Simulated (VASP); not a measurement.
SrO (rock salt) relaxed at rising pressure, in one space group throughout; other phases were not tried. The pressures are those reached. Method: LDA (Ceperley-Alder, Perdew-Zunger), VASP's LDA PAW potentials (set 64) (plane waves; VASP).

```json
[
 {"P (GPa)": "-0.12", "V (Å³/atom)": "16.365", "k-mesh": "9×9×9"},
 {"P (GPa)": "5.02", "V (Å³/atom)": "15.650", "k-mesh": "9×9×9"},
 {"P (GPa)": "10.01", "V (Å³/atom)": "15.093", "k-mesh": "9×9×9"},
 {"P (GPa)": "19.83", "V (Å³/atom)": "14.235", "k-mesh": "9×9×9"},
 {"P (GPa)": "30.00", "V (Å³/atom)": "13.556", "k-mesh": "10×10×10"}
]
```

A change of mesh leaves a small step in the series.

Q: Fit an equation of state and predict the volume at 44.94 GPa.

A: Least squares on the third-order Birch-Murnaghan form, P = (3B0/2)(y⁷ − y⁵)[1 + (3/4)(B′ − 4)(y² − 1)] with y = (V0/V)^(1/3), gives V0 = 16.346 Å³/atom, B0 = 105 GPa and B′ = 4.5, and so 12.790 Å³/atom. The run gave 12.788 Å³/atom, -0.0 % from the fit.

Pressures at which the relaxation failed are left out.

The compound is SrO in the rock salt structure.
